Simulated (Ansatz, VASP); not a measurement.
# Cross-check of VSe2 between VASP and Ansatz

One calculation is typed for both programs; each brings its own data sets and cutoff. How far apart do they land? The cell comes out of the VASP series on this material, whose earlier steps may have relaxed, scaled or displaced it; both programs get it as it stands.

Calculated with Ansatz 0.2.0; plane waves, with VASP 6.6.1 beside it; single point at LDA, DFT+U.

In doubt: warnings of the run leave room for a lower electronic state, so energies may not be the lowest and differences between runs may mislead.

**1. The starting structure**

The structure is trigonal, space group P-3m1 (No. 164). Conventional cell: a = 3.426 Å, b = 3.426 Å, c = 6.350 Å, α = 90.00°, β = 90.00°, γ = 120.00°. Nearest to V lie 6 Se at 2.50 Å. Se has 3 V at 2.50 Å nearest. Farther neighbours and most contacts between anions are not listed.

Coordinates:

```cif
data_structure
_symmetry_space_group_name_H-M 'P 1'
_symmetry_Int_Tables_number 1
_cell_length_a 3.4263
_cell_length_b 3.4263
_cell_length_c 12.6994
_cell_angle_alpha 90.000
_cell_angle_beta 90.000
_cell_angle_gamma 120.000
_cell_volume 129.11
loop_
_atom_site_label
_atom_site_type_symbol
_atom_site_fract_x
_atom_site_fract_y
_atom_site_fract_z
_atom_site_occupancy
V1 V 0.00000 0.00000 0.00000 1
V2 V 0.00000 0.00000 0.50000 1
Se3 Se 0.66667 0.33333 0.37936 1
Se4 Se 0.66667 0.33333 0.87936 1
Se5 Se 0.33333 0.66667 0.12064 1
Se6 Se 0.33333 0.66667 0.62064 1
```

**2. Ansatz: single point, LDA, DFT+U**

Ansatz runs on its default PAW (the set named soft_2) files.

With cell and atoms fixed, the geometry can't cause a difference; cores, projectors, grids and the points listed under the comparison can.

File input.yaml:

```yaml
crystal:
  lattice:
    - [3.4263092216, 0.0, 0.0]
    - [-1.7131546108, 2.9672708271, 0.0]
    - [0.0, 0.0, 12.69941554]
  atoms:
    - { symbol: V, position: [0.0, 0.0, 0.0], spin: 2.0 }
    - { symbol: V, position: [0.0, 0.0, 0.5], spin: -2.0 }
    - { symbol: Se, position: [0.66666667, 0.33333333, 0.37936453] }
    - { symbol: Se, position: [0.66666667, 0.33333333, 0.87936453] }
    - { symbol: Se, position: [0.33333333, 0.66666667, 0.12063547] }
    - { symbol: Se, position: [0.33333333, 0.66666667, 0.62063547] }
hamiltonian:
  xc: lda
  pseudopotentials: { kind: paw }
  hubbard: { sites: [{ species: V, l: d, u_eff: 3.0 }] }
magnetization:
  spin_polarized: true
kpoints:
  mp_grid: { grid: [8, 8, 2] }
scf:
  occupations: { method: gaussian, width: 0.05 }
  n_extra_bands: 9
output:
  forces: true
  stress: true
  eigenvalues: true
  write_density: true
  write_potential: true
  elf: true
  volumetric_format: npy
```

Run with:

```sh
$ ansatz run input.yaml --threads 4 --pin off --max-ram 9216MiB --backend cpu --events-out ev --progress --plain --runs-dir out
```

Numbers of over 12 decimals in the logs are rounded to 6 here.

Output:

```text
V: projections on atomic orbitals take those of the free atom [Ne] 3s2 3p6 3d3 4s2, of charge +0.00 (hamiltonian.pseudopotentials.projection_atoms); the dataset's partial waves leave at most 5.8e-7 of an orbital's norm unspanned inside its sphere
Se: projections on atomic orbitals take those of the free atom [Ar] 3d10 4s2 4p4, of charge +0.00 (hamiltonian.pseudopotentials.projection_atoms); the dataset's partial waves leave at most 2.3e-6 of an orbital's norm unspanned inside its sphere
scf.n_extra_bands = 9 over 45 filled bands (N_el = 90.0): the run solves 54 bands
Engine: ansatz 0.2.0, aarch64-unknown-linux-gnu
Pseudopotentials: kind: paw
Pseudopotential: V, paw, valence charge 13, recommended cutoff 420 eV (normal), V.paw.azcp
Pseudopotential: Se, paw, valence charge 16, recommended cutoff 420 eV (normal), Se.paw.azcp
Functional definition: SPW92
  exchange = slater_x
  correlation = pw_c
Crystal: 6 atoms, lattice volume = 129.112 Å³
Basis set: ecut = 420 eV, 2515 PW (Γ)
Bands: 54, of which v1, the nominal top of the filled ones, is band 45 counted from 1 (44 counted from 0)
Symmetry: 12 space group operations
Space group: P-3m1 (ITA 164), of the structure as read, at distance tolerance 5.1e-5 Å
Magnetic group: BNS 164.90 (UNI 1320), of the structure as read, at distance tolerance 5.1e-5 Å
k-points: 20 of 128
Non-local potential: V, projectors of the file, l = 0: 3, l = 1: 2, l = 2: 3, l = 3: 1
Non-local potential: Se, projectors of the file, l = 0: 2, l = 1: 2, l = 2: 3, l = 3: 1
PAW form: soft (Blöchl's): semilocal exchange-correlation on the pseudo side does not see the compensation charge
PAW frozen core: V, regenerated for the run's functional, and the local potential with it (the file was generated under x = pbe(κ = 0.804, μ = 0.219515), c = pbe(β = 0.066725))
PAW frozen core: Se, regenerated for the run's functional, and the local potential with it (the file was generated under x = pbe(κ = 0.804, μ = 0.219515), c = pbe(β = 0.066725))
PAW one-centre angular grid: V, 590 points (default); XC on 64 Gauss nodes
PAW one-centre angular grid: Se, 590 points (default); XC on 64 Gauss nodes
Initial density: superposition of atomic densities (chi_scale 0.1, normalization cell, long waves kept (reshape's long-wave potential 0.08 eV rms))
Starting moments: Σ|m| = 4 μB on 2 of 6 sites
Starting magnetic order: antiferromagnet; a translation exchanges its spin sublattices: spin-degenerate at every k-point
Initial wavefunctions: pseudopotential atomic-orbital guess
Functional: x = slater, c = lda
SCF iter   1: F=—  HF=-27256.070446 eV  |F-HF|=—  |Δ(HF+E_count)|=         —  Δρ=6.92e-2 (↑6.92e-2 ↓6.92e-2)  dr2=5.66e1  dr2_m=5.92e-1  M=0.000 μB ∫|m|=5.976 μB  β_m=1.00  ethr=3.10e-3  ⟨swp⟩=6.0  Hψ=3689  notcnv=0  defer=2
preconditioner: auto → Kerker (q_TF=auto, 2.569 Å⁻¹)  [metal: Δε(μ)=0.008 eV  Ē_g=6.615 eV  σ=0.050 eV  W_gap=0.09  n_scr=40 (ndim 8)  ℏωp=19.1 eV  f_vac=0.044  D(μ)=7.47/eV (n_scr^D=66)]
spin=Collinear: Kerker preconditioning applied to the charge; magnetization (m = ρ↑ − ρ↓) channel mixes plain (no charge-response kernel on spin).
SCF iter   2: F=—  HF=-27253.039870 eV  |F-HF|=—  |Δ(HF+E_count)|=    3.03e0  Δρ=3.45e-2 (↑3.45e-2 ↓3.45e-2)  dr2=4.68e0  dr2_m=6.39e-1  M=0.000 μB ∫|m|=4.846 μB  β_m=0.30  ethr=3.10e-3  ⟨swp⟩=3.0  Hψ=1987  notcnv=0  defer=62
preconditioner: auto → Resta (q_TF=auto, 2.569 Å⁻¹)  ε∞=7.4  [insulator: Δε(μ)=0.103 eV  Ē_g=7.552 eV  σ=0.050 eV  W_gap=0.55  n_scr=40 (ndim 8)  ℏωp=19.1 eV  f_vac=0.031  D(μ)=4.57/eV (n_scr^D=40)  ε∞_Penn≈7.4]
spin=Collinear: Resta preconditioning applied to the charge; magnetization (m = ρ↑ − ρ↓) channel mixes plain (no charge-response kernel on spin).
SCF iter   3: F=—  HF=-27252.332310 eV  |F-HF|=—  |Δ(HF+E_count)|=   7.08e-1  Δρ=1.77e-2 (↑1.77e-2 ↓1.77e-2)  dr2=3.29e0  dr2_m=1.54e-1  M=0.000 μB ∫|m|=5.121 μB  β_m=1.00  ethr=3.10e-3  ⟨swp⟩=2.1  Hψ=1465  notcnv=0  defer=51
SCF iter   4: F=—  HF=-27251.656742 eV  |F-HF|=—  |Δ(HF+E_count)|=   6.76e-1  Δρ=4.61e-3 (↑4.61e-3 ↓4.61e-3)  dr2=9.42e-2  dr2_m=2.98e-3  M=0.000 μB ∫|m|=5.016 μB  β_m=0.30  ethr=3.10e-3  ⟨swp⟩=2.1  Hψ=1704  notcnv=0  defer=46
SCF iter   5: F=—  HF=-27251.638468 eV  |F-HF|=—  |Δ(HF+E_count)|=   1.83e-2  Δρ=4.41e-3 (↑4.41e-3 ↓4.41e-3)  dr2=7.83e-2  dr2_m=1.04e-2  M=0.000 μB ∫|m|=4.883 μB  β_m=0.30  ethr=1.05e-4  ⟨swp⟩=2.1  Hψ=1771  notcnv=0  defer=52
Mixer restart at iter 5: flushing history
spin-set hold released at iteration 5 (site moments contracting): the magnetisation degrees of freedom join the quasi-Newton model from the next iteration; the mixer history was flushed
SCF iter   6: F=—  HF=-27251.641823 eV  |F-HF|=—  |Δ(HF+E_count)|=   3.36e-3  Δρ=2.77e-3 (↑2.77e-3 ↓2.77e-3)  dr2=3.07e-2  dr2_m=4.80e-3  M=0.000 μB ∫|m|=4.877 μB  β_m=0.55  ethr=8.70e-5  ⟨swp⟩=2.0  Hψ=1286  notcnv=0  defer=52
SCF iter   7: F=—  HF=-27251.659073 eV  |F-HF|=—  |Δ(HF+E_count)|=   1.72e-2  Δρ=3.95e-3 (↑3.95e-3 ↓3.95e-3)  dr2=5.01e-2  dr2_m=9.50e-3  M=0.000 μB ∫|m|=4.708 μB  β_m=0.59  ethr=3.41e-5  ⟨swp⟩=2.4  Hψ=1620  notcnv=0  defer=52
[...]
preconditioner: auto → Kerker (q_TF=auto, 2.569 Å⁻¹)  [metal: Δε(μ)=0.044 eV  Ē_g=7.235 eV  σ=0.050 eV  W_gap=0.45  n_scr=40 (ndim 8)  ℏωp=19.1 eV  f_vac=0.076  D(μ)=2.19/eV (n_scr^D=6)]
spin=Collinear: Kerker preconditioning applied to the charge; magnetization (m = ρ↑ − ρ↓) channel mixes plain (no charge-response kernel on spin).
SCF iter   2: F=-27251.846878 eV  HF=-27251.846878 eV  |F-HF|=1.54e-9  |Δ(HF+E_count)|=  4.73e-10  Δρ=4.97e-7 (↑4.19e-7 ↓4.97e-7)  dr2=2.05e-9  dr2_m=1.09e-10  M=-0.000 μB ∫|m|=4.252 μB  ethr=1.05e-11  ⟨swp⟩=5.9  Hψ=20486  notcnv=0
SCF 4 converged in 2 iterations: F = -27251.846878 eV  dr2 = 2.05e-9
  greatest PAW one-centre occupation: 1.000 electrons in one spin orbital (limit 2), on the Se atom at site 4 (counted from 0), in its partial waves of l = 2
Symmetry: 2 space group operations
k-points: 68 of 128
the translation (0, 0, 0.5) carries every atom to within crystal.symmetry.tolerance of an atom of its element with the starting moment reversed, but both spin channels are solved: the run starts from a saved state that isn't shown to keep it, or this solve from the single point that its walk made first
iter 1 solved again at ethr=2.28e-12 eV; its pass at ethr=1.11e-6 eV (dr2=2.05e-9 eV) is discarded
SCF iter   1: F=—  HF=-27251.846878 eV  |F-HF|=—  |Δ(HF+E_count)|=         —  Δρ=4.97e-7 (↑4.19e-7 ↓4.97e-7)  dr2=2.05e-9  dr2_m=1.09e-10  M=-0.000 μB ∫|m|=4.252 μB  ethr=2.28e-12  ⟨swp⟩=1.0  Hψ=30346  notcnv=0
spin=Collinear: Kerker preconditioning applied to the charge; magnetization (m = ρ↑ − ρ↓) channel mixes plain (no charge-response kernel on spin).
SCF iter   2: F=—  HF=-27251.847350 eV  |F-HF|=—  |Δ(HF+E_count)|=   4.73e-4  Δρ=1.04e-4 (↑1.04e-4 ↓1.01e-4)  dr2=2.38e-5  dr2_m=4.14e-6  M=-0.001 μB ∫|m|=4.255 μB  ethr=1.11e-6  ⟨swp⟩=3.9  Hψ=43951  notcnv=0
SCF iter   3: F=—  HF=-27251.847373 eV  |F-HF|=—  |Δ(HF+E_count)|=   2.27e-5  Δρ=3.21e-5 (↑3.21e-5 ↓1.79e-5)  dr2=1.36e-5  dr2_m=2.27e-7  M=-0.001 μB ∫|m|=4.255 μB  ethr=3.69e-8  ⟨swp⟩=2.8  Hψ=21453  notcnv=0
SCF iter   4: F=—  HF=-27251.847372 eV  |F-HF|=—  |Δ(HF+E_count)|=   9.93e-7  Δρ=8.47e-6 (↑3.72e-6 ↓8.47e-6)  dr2=7.85e-7  dr2_m=1.25e-8  M=0.000 μB ∫|m|=4.255 μB  ethr=1.62e-8  ⟨swp⟩=2.0  Hψ=17082  notcnv=0
SCF iter   5: F=-27251.847372 eV  HF=-27251.847372 eV  |F-HF|=2.95e-9  |Δ(HF+E_count)|=   2.49e-8  Δρ=5.18e-7 (↑4.88e-7 ↓5.18e-7)  dr2=3.26e-9  dr2_m=5.68e-11  M=-0.000 μB ∫|m|=4.255 μB  ethr=1.11e-10  ⟨swp⟩=1.0  Hψ=15244  notcnv=0
SCF iter   6: F=-27251.847372 eV  HF=-27251.847372 eV  |F-HF|=2.79e-9  |Δ(HF+E_count)|=  8.73e-11  Δρ=5.18e-7 (↑4.88e-7 ↓5.18e-7)  dr2=3.10e-9  dr2_m=5.95e-11  M=-0.000 μB ∫|m|=4.255 μB  ethr=3.62e-12  ⟨swp⟩=1.1  Hψ=22397  notcnv=0
SCF 5 converged in 6 iterations: F = -27251.847372 eV  dr2 = 3.10e-9
WARN: an SCF from ferromagnetic starting moments (-2.00, -2.00, 0.00, 0.00, 0.00, 0.00 Bohr magnetons, atom by atom) was not made, by what the run has read of turns of its moments that order reads lower: the deck asks for what bars it, or types moments that do (magnetization.spin_polarized, in the input reference, names some of the keys), or the run goes by scf.lower_state_search: light, the default, which as a rule tries one only behind a close that has lost an order of both signs, or on which an open d or half-filled 4f shell of a PAW file has lost a moment that was set nearer to Hund's than to what is left; [rest of the remark cut]
SCF converged after 2 iterations
Magnetization: -0.0000 μB (45.0000 up, 45.0000 down)
Absolute magnetization: 4.2120 μB (∫|ρ↑−ρ↓|, with the PAW one-centre terms)
Spin contamination: 1.6349 ħ² per cell (⟨S²⟩ above its minimum at these occupations)
Per-site moments (μB) at R_I (Å): [(1.474737, 1.032093), (-1.474741, 1.032093), (0.146210, 1.032093), (-0.146211, 1.032093), (-0.146211, 1.032093), (0.146210, 1.032093)]
Free energy (F): -27251.846878 eV
Harris-Foulkes:  -27251.846878 eV  (|F-HF|=1.54e-9)
Internal energy: -27251.844142 eV  (E = F + TS)
E sigma→0 (E₀):  -27251.845510 eV
Entropy (-TS):   -0.002736 eV (-0.456 meV/atom)
Fermi energy:    9.071566 eV
--- Per-component energies (eV) ---
  E_band       = -1957.999851
  E_kinetic    = 1145.853462
  E_local      = -12926.659089  (includes V_loc(G=0)·N_el)
  E_nonlocal   = -2436.461178
  E_hartree    = 6262.882743
  E_xc         = -672.387915
  E_vxc        = -722.823691  (∫ρ·V_xc dr)
  E_hubbard    = 5.136248  (on-site DFT+U / exact-exchange correction)
  E_vhub       = -0.949591  (the Hubbard potential's part of the band-sum identity)
  E_paw        = -9431.166952  (= ΣΔE_a)
  E_vpaw       = 457.275005  (= ΣTr[D̂ρ^β])
  E_aug_tail   = -0.001853  (compensation charges beyond the density's cutoff)
  E_ewald      = -9208.601357
  E_core_change = 9.561749  (= ΣΔE_core)
  E_smearing   = -0.002736  (= −TS)
  E_closure    = -0.000000  (closes the sum)
  Σ components = -27251.846878   (vs F -27251.846878, Δ=0.00e0)
--- Forces (eV/Å), atoms counted from 1 ---
  atom   1  V     -0.00000000    -0.00000000    -0.00000000
  atom   2  V      0.00000000     0.00000000     0.00000000
  atom   3  Se    -0.08282240    -0.04781754     0.01234980
  atom   4  Se    -0.08282203    -0.04781732     0.01234838
  atom   5  Se     0.08282203     0.04781732    -0.01234838
  atom   6  Se     0.08282240     0.04781754    -0.01234980
  max |Σ_I F_I| component: 1.73e-18 eV/Å
--- Stress (GPa, compression-positive) ---
       -3.249887      -1.362754       0.708230
       -1.362754      -1.676314       0.408897
        0.708227       0.408895      -1.892445
  P = ⅓ Tr σ = -2.2729 GPa (-22.729 kbar)
--- Band table (eV; the first three rows and the last of 84) ---
  k-point 0 ↑: bands = [... 41 lower, 8.8863, 9.4553, 9.8306, 9.8435, 10.0036, 10.0131, 10.8337, 10.8419, ... 5 higher]
  k-point 1 ↑: bands = [... 41 lower, 7.9835, 9.6506, 9.8467, 9.8601, 9.9854, 9.9946, 10.8422, 10.8836, ... 5 higher]
  k-point 2 ↑: bands = [... 41 lower, 8.4661, 8.8827, 8.9994, 9.3172, 9.8938, 9.9852, 10.7756, 11.3153, ... 5 higher]
  k-point 41 ↓: bands = [... 41 lower, 7.3179, 7.8048, 8.1401, 8.2064, 9.3167, 9.9807, 10.2516, 11.8063, ... 5 higher]
Occupation matrices written to <dir>
```

Wall time 2.7 min (4 threads of Arm Neoverse V2, shared host); peak memory 2.6 GiB; 11 min of CPU time.

Reading the cycles: dr2 is the Hartree energy of the density residual (eV), the measure of convergence; HF is the Harris–Foulkes estimate of the energy, which meets the free energy F at convergence.

The run ends at a pressure of -2.27 GPa, with forces up to 0.096 eV/Å.

(Continued in part 2 of 2.)

[Lines on the potential files, build, host, timing and source positions are cut from VASP's logs without a mark.]

[Logs are printed without paths, hosts, clocks, repeated set-up lines and the standing remarks that a program may print on its own settings, such as how far it seeks lower states.]

[Hosts, paths, dates, database ids (printed as entryN), source tags and the programs' standing remarks are cut or masked in the printed files.]
